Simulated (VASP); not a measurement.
OSZICAR of a VASP run on Pt3Ti (L1_2):

### OSZICAR
```
       N       E                     dE             d eps       ncg     rms          rms(c)
DAV:   1     0.232126518625E+03    0.23213E+03   -0.20842E+04  1000   0.176E+03
DAV:   2    -0.150900124905E+03   -0.38303E+03   -0.37601E+03  1074   0.451E+02
DAV:   3    -0.185080228961E+03   -0.34180E+02   -0.33062E+02  1482   0.113E+02
DAV:   4    -0.186085642748E+03   -0.10054E+01   -0.99918E+00  1197   0.214E+01
DAV:   5    -0.186120021901E+03   -0.34379E-01   -0.34344E-01  1416   0.384E+00    0.239E+01
DAV:   6    -0.171455678754E+03    0.14664E+02   -0.21129E+01  1388   0.454E+01    0.986E+00
DAV:   7    -0.171729126492E+03   -0.27345E+00   -0.15338E+01  1377   0.266E+01    0.946E+00
DAV:   8    -0.170804417736E+03    0.92471E+00   -0.29116E+00  1335   0.102E+01    0.377E+00
DAV:   9    -0.171218565964E+03   -0.41415E+00   -0.25373E+00  1378   0.108E+01    0.350E+00
DAV:  10    -0.171111156689E+03    0.10741E+00   -0.17185E+00  1358   0.102E+01    0.926E-01
DAV:  11    -0.171115255860E+03   -0.40992E-02   -0.79887E-02  1501   0.180E+00    0.230E-01
DAV:  12    -0.171113349138E+03    0.19067E-02   -0.34503E-03  1211   0.406E-01    0.201E-01
DAV:  13    -0.171113148367E+03    0.20077E-03   -0.27180E-03  1241   0.390E-01    0.158E-01
DAV:  14    -0.171116106343E+03   -0.29580E-02   -0.33619E-03  1086   0.372E-01    0.374E-02
DAV:  15    -0.171116017715E+03    0.88628E-04   -0.12976E-04  1222   0.103E-01    0.264E-02
DAV:  16    -0.171116136721E+03   -0.11901E-03   -0.38299E-04  1193   0.137E-01    0.362E-02
DAV:  17    -0.171116123193E+03    0.13528E-04   -0.47461E-05  1190   0.552E-02    0.236E-02
DAV:  18    -0.171116141034E+03   -0.17841E-04   -0.96315E-06  1362   0.193E-02    0.143E-02
DAV:  19    -0.171116172808E+03   -0.31774E-04   -0.39861E-05  1214   0.434E-02    0.636E-03
DAV:  20    -0.171116172835E+03   -0.27516E-07   -0.28367E-06   851   0.140E-02
   1 F= -.17111617E+03 E0= -.17111592E+03  d E =-.171116E+03
       N       E                     dE             d eps       ncg     rms          rms(c)
DAV:   1    -0.173112371884E+03   -0.19962E+01   -0.54673E+01  1088   0.710E+01    0.101E+01
DAV:   2    -0.171070157415E+03    0.20422E+01   -0.83548E+00  1066   0.223E+01    0.553E+00
DAV:   3    -0.171289806785E+03   -0.21965E+00   -0.47137E+00  1440   0.130E+01    0.390E+00
DAV:   4    -0.170977241849E+03    0.31256E+00   -0.13390E+00  1367   0.682E+00    0.190E+00
DAV:   5    -0.171000519427E+03   -0.23278E-01   -0.10664E-01  1422   0.192E+00    0.989E-01
DAV:   6    -0.171004918925E+03   -0.43995E-02   -0.94300E-02  1426   0.166E+00    0.268E-01
DAV:   7    -0.171008527528E+03   -0.36086E-02   -0.14439E-02  1089   0.934E-01    0.310E-01
DAV:   8    -0.171009564292E+03   -0.10368E-02   -0.32637E-03  1218   0.435E-01    0.200E-01
DAV:   9    -0.171009472198E+03    0.92094E-04   -0.61572E-04  1086   0.219E-01    0.106E-01
DAV:  10    -0.171009440796E+03    0.31402E-04   -0.86687E-04  1407   0.157E-01    0.125E-02
DAV:  11    -0.171009462347E+03   -0.21551E-04   -0.28294E-05  1089   0.491E-02    0.486E-03
DAV:  12    -0.171009462011E+03    0.33544E-06   -0.11563E-05  1260   0.288E-02    0.415E-03
DAV:  13    -0.171009462823E+03   -0.81167E-06   -0.42809E-06   935   0.203E-02
   2 F= -.17100946E+03 E0= -.17100989E+03  d E =0.106710E+00
       N       E                     dE             d eps       ncg     rms          rms(c)
DAV:   1    -0.172224542999E+03   -0.12151E+01   -0.27770E+01  1064   0.489E+01    0.765E+00
DAV:   2    -0.171253417852E+03    0.97113E+00   -0.47127E+00  1138   0.153E+01    0.388E+00
DAV:   3    -0.171321086524E+03   -0.67669E-01   -0.32243E+00  1437   0.104E+01    0.381E+00
DAV:   4    -0.171122566110E+03    0.19852E+00   -0.15547E+00  1392   0.694E+00    0.116E+00
DAV:   5    -0.171127570001E+03   -0.50039E-02   -0.36107E-02  1264   0.177E+00    0.607E-01
DAV:   6    -0.171132093440E+03   -0.45234E-02   -0.50713E-02  1471   0.113E+00    0.372E-01
DAV:   7    -0.171135633556E+03   -0.35401E-02   -0.87292E-03  1141   0.704E-01    0.271E-01
DAV:   8    -0.171135600781E+03    0.32775E-04   -0.14735E-03  1342   0.270E-01    0.144E-01
DAV:   9    -0.171136180162E+03   -0.57938E-03   -0.70523E-04  1014   0.255E-01    0.618E-02
DAV:  10    -0.171136192075E+03   -0.11913E-04   -0.92518E-05  1357   0.660E-02    0.344E-02
DAV:  11    -0.171136199266E+03   -0.71910E-05   -0.20204E-05  1309   0.443E-02    0.165E-02
DAV:  12    -0.171136204638E+03   -0.53725E-05   -0.33266E-05  1399   0.368E-02    0.638E-03
DAV:  13    -0.171136207223E+03   -0.25853E-05   -0.34964E-06   924   0.169E-02    0.234E-03
DAV:  14    -0.171136207511E+03   -0.28748E-06   -0.46603E-07   507   0.501E-03
   3 F= -.17113621E+03 E0= -.17113618E+03  d E =-.200347E-01
```

Which electronic solver shows in the log?

It is blocked Davidson (ALGO = Normal, or the opening steps of other solvers). The INCAR had ALGO = Normal.

Can the final energy be trusted as converged?

The run converged. It stopped with EDIFF = 1E-6, NELM = 100, NSW = 60 and EDIFFG = -0.02 after 3 ionic steps (r2SCAN meta-GGA, plane waves, VASP's PBE PAW potentials (set 64)). Energy and stress use the plane-wave basis of the starting cell.

The compound is Pt3Ti in the L1_2 structure. This run relaxes it. Symmetry was kept, so distortions that lower it aren't found. The start is the result of an earlier pass.
